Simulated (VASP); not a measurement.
Elastic constants (GPa) of a crystal from LDA (Ceperley-Alder, Perdew-Zunger), VASP's LDA PAW potentials (set 64) run with VASP:

```tsv
	xx	yy	zz	yz	xz	xy
xx	625.4	121.0	121.0	0.0	0.0	0.0
yy	121.0	625.4	121.0	0.0	0.0	0.0
zz	121.0	121.0	625.4	0.0	0.0	0.0
yz	0.0	0.0	0.0	78.9	0.0	0.0
xz	0.0	0.0	0.0	0.0	78.9	0.0
xy	0.0	0.0	0.0	0.0	0.0	78.9
```

Task: Work out the Voigt, Reuss and Hill moduli, Young's modulus and Poisson's ratio.

Result: All eigenvalues are positive (smallest 78.9 GPa), so the crystal is stable. K_V = (C11+C22+C33+2(C12+C13+C23))/9 = (1876.2 + 2×363.0)/9 = 289.1 GPa; G_V = (1876.2 − 363.0 + 3×236.7)/15 = 148.2 GPa. From the compliances, K_R = 289.1 GPa and G_R = 108.8 GPa. Hill: K = 289.1 GPa, G = 128.5 GPa, E = 9KG/(3K+G) = 335.8 GPa, ν = (3K−2G)/(2(3K+G)) = 0.306. K/G = 2.25, above Pugh's 1.75; universal anisotropy A^U = 1.81.

Task: With a density of 11.31 g/cm³, what are the mean sound speeds?

Result: v_l = √((K+4G/3)/ρ) = 6.38 km/s and v_t = √(G/ρ) = 3.37 km/s. The crystal is HfO$_{2}$ (fluorite), cubic.

The compound is HfO2 in the fluorite structure, the high-temperature cubic form, which is unstable at 0 K; the monoclinic form is the stable one. It was relaxed first, which changed the volume by -6 %.
